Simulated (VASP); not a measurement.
Given:

```
Fe
1.0
   -1.42737     1.42737     1.42737
    1.42737    -1.42737     1.42737
    1.42737     1.42737    -1.42737
Fe
1
Direct
  0.00000   0.00000   0.00000
```
Starting moments (μB, in the order of the record's atoms Fe): 2.7.

These are r2SCAN meta-GGA, VASP's PBE PAW potentials (set 64) (plane waves; VASP) values and carry that method's errors. Run with 480 eV cut-off, 16×16×16 Γ-centred mesh, first-order Methfessel-Paxton smearing of 0.10 eV, potentials Fe.

Energy and stress use the plane-wave basis of the starting cell.

Task: The ions, cell shape and volume at an external pressure of 5.0 GPa are relaxed. What does this cell relax into?

Result: 
```
Fe
1.0
   -1.41778     1.41778     1.41778
    1.41778    -1.41778     1.41778
    1.41778     1.41778    -1.41778
Fe
1
Direct
  0.00000   0.00000   0.00000
```
Space group Im-3m (229), at a tolerance of 0.03 Å. The cell ends with 2.59 μB, on the sites 2.65 μB.

Task: How do energy and volume change from the first to the last step?

Result: The energy (σ→0) changes by +3.8 meV/atom and the volume by -2.0 %, in 3 ionic steps.

The compound is Fe in the bcc structure. This run relaxes it under an external pressure of 5 GPa. Symmetry was kept, so distortions that lower it aren't found.
